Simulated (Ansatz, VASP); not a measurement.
# Ti2CO2 (Ti2CO2 MXene, 2 layers, AB): VASP beside Ansatz

Aim: how closely do two programs agree when they are given the same cell, functional and k mesh? The structure shown is the start of the Ansatz relaxation below; VASP solves that cell, so the two are compared at the walk's first step.

Program: Ansatz 0.2.0. Level of theory: plane waves, with VASP 6.6.1 beside it; single point at PBE with D3(BJ). Results are calculated unless marked as measured.

## Step 1: The starting structure

The cell holds 10 atoms: 4 O, 4 Ti and 2 C. Its edges and angles: a = 3.100 Å, b = 3.100 Å, c = 55.386 Å, α = 90.0°, β = 90.0°, γ = 120.0°. Vacuum lies along c.

## Step 2: Ansatz: relaxation, PBE with D3(BJ)

Ansatz runs on its default PAW (the set named soft_2) files.

The two programs are compared at the cell with which this relaxation starts, whose forces are those of its first step.

The input, input.yaml:

```yaml
crystal:
  lattice:
    - [3.10024, 0.0, 0.0]
    - [-1.55012, 2.6848865978, 0.0]
    - [0.0, 0.0, 55.3861204531]
  atoms:
    - { symbol: O, position: [0.3333333333, 0.6666666667, 0.3899894021] }
    - { symbol: Ti, position: [0.6666666667, 0.3333333333, 0.4098185217], spin: 1.0 }
    - { symbol: C, position: [0.0, 0.0, 0.431904779] }
    - { symbol: Ti, position: [0.3333333333, 0.6666666667, 0.4539910363], spin: 1.0 }
    - { symbol: O, position: [0.6666666667, 0.3333333333, 0.4738201559] }
    - { symbol: O, position: [0.6666666667, 0.3333333333, 0.5261798441] }
    - { symbol: Ti, position: [0.0, 0.0, 0.5460089637], spin: 1.0 }
    - { symbol: C, position: [0.3333333333, 0.6666666667, 0.568095221] }
    - { symbol: Ti, position: [0.6666666667, 0.3333333333, 0.5901814783], spin: 1.0 }
    - { symbol: O, position: [0.0, 0.0, 0.6100105979] }
  periodic: [true, true, false]
magnetization:
  spin_polarized: true
kpoints:
  mp_grid: { grid: [10, 10, 1] }
hamiltonian:
  xc: pbe
  dispersion: d3bj
scf:
  occupations: { method: fermi_dirac, width: 0.05 }
  convergence: { dr2_threshold: 1.0e-09 }
relax:
  f_tol: 0.015
  max_steps: 90
  cell: {}
output:
  write_potential: true
  write_density: true
  volumetric_format: npy
```

On the command line:

```bash
$ ansatz run input.yaml --threads 4 --pin off --max-ram 6144MiB --backend cpu --events-out ev --progress --plain --runs-dir out
```

Numbers of over 12 decimals in the logs are rounded to 6 here.

Log:

```text
Warning: relax.cell: scf.convergence.dr2_threshold = 1e-9 eV is looser than the 2.03159561578e-10 eV advised for a relaxation that steers and ends on the stress (1e-10 eV for each atom of the cell: 10, times the square of relax.cell.stress_2d_tol = 0.05 N/m over 22.2 Å (the atoms' height at the walk's start and 5 Å past either face), 2.254e-2 GPa, over a crystal's default 0.05). What an SCF threshold leaves in a stress goes as its square root, and in the free energy as the threshold itself, and one threshold admits the most on a small cell: [figures from the program's tests cut] Set scf.convergence.dr2_threshold to 2.03159561578e-10 eV or tighter. [rest of the remark cut]
Engine: ansatz 0.2.0, aarch64-unknown-linux-gnu
Pseudopotentials: kind: paw
Pseudopotential: O, paw, valence charge 6, recommended cutoff 420 eV (normal), O.paw.azcp
Pseudopotential: Ti, paw, valence charge 12, recommended cutoff 420 eV (normal), Ti.paw.azcp
Pseudopotential: C, paw, valence charge 4, recommended cutoff 420 eV (normal), C.paw.azcp
Functional definition: PBE
  parameter kappa = 0.804
  parameter beta = 0.066725
  exchange = pbe_x(kappa = kappa, mu = beta*pi^2/3)
  correlation = pbe_c(beta = beta)
Crystal: 10 atoms, lattice volume = 461.023 Å³
Basis set: ecut = 420 eV, 8945 PW (Γ), exchange–correlation on 48×48×750 points (8 copies of the dense FFT grid, shifted against one another)
Bands: 52, of which v1, the nominal top of the filled ones, is band 40 counted from 1 (39 counted from 0)
Symmetry: 12 space group operations
Space group: P-3m1 (ITA 164), of the structure as read, at distance tolerance 7.7e-5 Å
Magnetic group: BNS 164.85 (UNI 1315), of the structure as read, at distance tolerance 7.7e-5 Å
k-points: 14 of 100
Non-local potential: O, projectors of the file, l = 0: 2, l = 1: 2, l = 2: 1
Non-local potential: Ti, projectors of the file, l = 0: 3, l = 1: 2, l = 2: 3, l = 3: 1
Non-local potential: C, projectors of the file, l = 0: 2, l = 1: 2, l = 2: 1
PAW form: soft (Blöchl's): semilocal exchange-correlation on the pseudo side does not see the compensation charge
PAW one-centre angular grid: O, 110 points (default); XC on 64 Gauss nodes
PAW one-centre angular grid: Ti, 590 points (default); XC on 64 Gauss nodes
PAW one-centre angular grid: C, 110 points (default); XC on 64 Gauss nodes
Initial density: superposition of atomic densities (neutral atoms: chi_scale 0, normalization atom)
Starting moments: Σ|m| = 4 μB on 4 of 10 sites
Initial wavefunctions: pseudopotential atomic-orbital guess
Functional: x = pbe(κ = 0.804, μ = 0.219515), c = pbe(β = 0.066725)
SCF iter   1: F=—  HF=-12792.252457 eV  |F-HF|=—  |Δ(HF+E_count)|=         —  Δρ=5.99e-2 (↑5.99e-2 ↓4.41e-2)  dr2=5.53e1  dr2_m=1.63e0  M=0.000 μB ∫|m|=0.971 μB  β_m=0.30  ethr=3.10e-3  ⟨swp⟩=10.3  Hψ=7993  notcnv=0
Mixer restart at iter 1: flushing history
preconditioner: auto → Resta (q_TF=auto, 2.038 Å⁻¹)  ε∞=2.5  [insulator: Δε(μ)=1.380 eV  Ē_g=9.831 eV  σ=0.050 eV  W_gap=1.00  n_scr=34 (ndim 8)  ℏωp=12.0 eV  f_vac=0.723  D(μ)=0.00/eV (n_scr^D=0)  ε∞_Penn≈2.5  vacuum switching on, ρ_ref=7.0e-3 e/Å³]
spin=Collinear: Resta preconditioning applied to the charge; magnetization (m = ρ↑ − ρ↓) channel mixes plain (no charge-response kernel on spin).
SCF iter   2: F=—  HF=-12780.767153 eV  |F-HF|=—  |Δ(HF+E_count)|=    1.15e1  Δρ=1.94e-2 (↑1.94e-2 ↓1.59e-2)  dr2=3.11e0  dr2_m=6.98e-1  M=0.001 μB ∫|m|=1.219 μB  β_m=0.33  ethr=3.10e-3  ⟨swp⟩=5.4  Hψ=4449  notcnv=0  defer=182
SCF iter   3: F=—  HF=-12780.630336 eV  |F-HF|=—  |Δ(HF+E_count)|=   1.37e-1  Δρ=1.18e-2 (↑1.12e-2 ↓1.18e-2)  dr2=6.34e-1  dr2_m=3.17e-1  M=0.005 μB ∫|m|=0.979 μB  β_m=0.44  ethr=3.10e-3  ⟨swp⟩=2.8  Hψ=2504  notcnv=0  defer=160
SCF iter   4: F=—  HF=-12781.242002 eV  |F-HF|=—  |Δ(HF+E_count)|=   6.12e-1  Δρ=7.66e-3 (↑6.31e-3 ↓7.66e-3)  dr2=4.02e-1  dr2_m=1.06e-1  M=0.002 μB ∫|m|=0.780 μB  β_m=0.59  ethr=7.93e-4  ⟨swp⟩=3.7  Hψ=2822  notcnv=0  defer=146
SCF iter   5: F=—  HF=-12781.634460 eV  |F-HF|=—  |Δ(HF+E_count)|=   3.92e-1  Δρ=2.29e-3 (↑2.29e-3 ↓1.30e-3)  dr2=2.81e-2  dr2_m=9.65e-3  M=-0.001 μB ∫|m|=0.332 μB  β_m=0.80  ethr=5.02e-4  ⟨swp⟩=3.5  Hψ=3118  notcnv=0  defer=146
SCF iter   6: F=—  HF=-12781.674389 eV  |F-HF|=—  |Δ(HF+E_count)|=         —  Δρ=2.44e-3 (↑2.44e-3 ↓2.38e-3)  dr2=4.39e-1  dr2_m=4.24e-3  M=-0.002 μB ∫|m|=0.159 μB  β_m=0.80  ethr=3.51e-5  ⟨swp⟩=4.6  Hψ=3853  notcnv=0  defer=128
[...]
basis re-selected at this cell: Δ(F+E_penalty+E_count) = +4.383e-4 eV, ΔP = -0.006 N/m vs the last step (what re-selecting the basis moved, of the pressure what is left beyond the Pulay correction that the steps carried, after the strain that the cell walked since its last selection, with what the two solves' SCF thresholds leave and, on support functions, any second-order correction that the steps lacked; it is no m [...]
WARN: The output density's exchange-correlation potential varies sharply where the density is thin. Do not read a vacuum level from v_tot or v_xc, or from such a field of the output density. On a cell that repeats whose density bears no net charge and no dipole along the vacuum's axis use v_es (v_loc + v_h of the components); under efield.dipole_correction with no amplitude use v_es + v_field, which holds any externa [...]
SCF converged after 6 iterations
Magnetization: -0.0000 μB (40.0000 up, 40.0000 down)
Absolute magnetization: 0.0000 μB (∫|ρ↑−ρ↓|, with the PAW one-centre terms)
Spin contamination: 0.0000 ħ² per cell (⟨S²⟩ above its minimum at these occupations)
Per-site moments (μB) at R_I (Å): [(-2.146693378754089e-8, 0.809793), (2.9199336149574623e-8, 0.809793), (-5.9342329424906294e-8, 0.895317), (3.363580746141188e-8, 0.808973), (-2.9636935303420984e-8, 0.808973), (-2.9636935218681317e-8, 0.808973), (3.36358075258689e-8, 0.808973), (-5.93423293456237e-8, 0.895317), (2.9199336007634073e-8, 0.809793), (-2.146693391914069e-8, 0.809793)]
Free energy (F): -12783.375810 eV
Harris-Foulkes:  -12783.375810 eV  (|F-HF|=8.09e-10)
Internal energy: -12783.373321 eV  (E = F + TS)
E sigma→0 (E₀):  -12783.374566 eV
Entropy (-TS):   -0.002489 eV (-0.249 meV/atom)
Fermi energy:    -5.719017 eV
--- Per-component energies (eV) ---
  E_band       = -2074.043148
  E_kinetic    = 1972.932531
  E_local      = -687365.061371  (includes V_loc(G=0)·N_el)
  E_nonlocal   = 261.264698
  E_hartree    = 342437.848202
  E_xc         = -787.834702
  E_vxc        = -992.494839  (∫ρ·V_xc dr)
  E_paw        = -5012.469155  (= ΣΔE_a)
  E_vpaw       = -826.389241  (= ΣTr[D̂ρ^β])
  E_aug_tail   = 0.010497  (compensation charges beyond the density's cutoff)
  E_ewald      = 335712.534748
  E_disp       = -2.598769  (pairwise vdW)
  E_smearing   = -0.002489  (= −TS)
  E_closure    = 0.000000  (closes the sum)
  Σ components = -12783.375810   (vs F -12783.375810, Δ=0.00e0)
--- Forces (eV/Å), atoms counted from 1 ---
  atom   1  O      0.00000000    -0.00000000    -0.00079567
  atom   2  Ti     0.00000000    -0.00000000     0.00727911
  atom   3  C     -0.00000000     0.00000000    -0.00068838
  atom   4  Ti     0.00000000     0.00000000    -0.00674753
  atom   5  O      0.00000000     0.00000000     0.00159420
  atom   6  O      0.00000000    -0.00000000    -0.00159420
  atom   7  Ti    -0.00000000    -0.00000000     0.00674753
  atom   8  C      0.00000000    -0.00000000     0.00068838
  atom   9  Ti    -0.00000000     0.00000000    -0.00727911
  atom  10  O      0.00000000     0.00000000     0.00079567
  max |Σ_I F_I| component: 3.70e-17 eV/Å
--- 2D stress c σ (N/m, compression-positive) ---
        0.001262       0.000000       0.000000
        0.000000       0.001262       0.000000
        0.000000       0.000000       0.000000
  P = ½ c Tr σ = 0.0013 N/m
--- Band table (eV; the first three rows and the last of 28) ---
  k-point 0 ↑: bands = [... 36 lower, -5.8543, -5.8543, -5.8395, -5.8395, -5.1807, -5.1807, -5.1799, -5.1799, ... 8 higher]
  k-point 1 ↑: bands = [... 36 lower, -6.8147, -6.6968, -6.4461, -6.4360, -5.0191, -5.0034, -4.6349, -4.6281, ... 8 higher]
  k-point 2 ↑: bands = [... 36 lower, -7.0713, -7.0637, -7.0268, -6.9218, -5.2133, -5.1677, -4.4432, -4.4371, ... 8 higher]
  k-point 13 ↓: bands = [... 36 lower, -8.7822, -8.6593, -8.6584, -8.4949, -4.7032, -4.6969, -4.2211, -4.2076, ... 8 higher]
  the weakly bound empty levels are not read free of the cell's end (no_gap_told)
--- Relaxed structure (7 steps of the walk, 7 accepted, 2 SCFs on fresh bases) ---
  F+E_penalty+E_count = -12783.37581042 eV   max|allowed force component| = 7.279e-3 eV/Å   (the final SCF, on the basis selected at the relaxed cell)
  cell:  # Å, volume = 434.1880 Å³
    - [3.008660, 0.0, 0]
    - [-1.504330, 2.605576, 0]
    - [0, 0, 55.3861204531]
  atoms:
    - { symbol: O, position: [0.333333, 0.666667, 0.393906] }
    - { symbol: Ti, position: [0.666667, 0.333333, 0.410420] }
    - { symbol: C, position: [8.581780175757708e-18, 1.1102230246493914e-17, 0.433917] }
    - { symbol: Ti, position: [0.333333, 0.666667, 0.457413] }
    - { symbol: O, position: [0.666667, 0.333333, 0.473850] }
    - { symbol: O, position: [0.666667, 0.333333, 0.526150] }
    - { symbol: Ti, position: [1.3959713547729354e-18, 1.1102230246493902e-17, 0.542587] }
    - { symbol: C, position: [0.333333, 0.666667, 0.566083] }
    - { symbol: Ti, position: [0.666667, 0.333333, 0.589580] }
    - { symbol: O, position: [7.422237287956871e-19, 1.1102230246493879e-17, 0.606094] }
```

(Continued in part 2 of 2.)

[Lines on the potential files, build, host, timing and source positions are cut from VASP's logs without a mark.]

[Logs are printed without paths, hosts, clocks, repeated set-up lines and the standing remarks that a program may print on its own settings, such as how far it seeks lower states.]

[Hosts, paths, dates, database ids (printed as entryN), source tags and the programs' standing remarks are cut or masked in the printed files.]
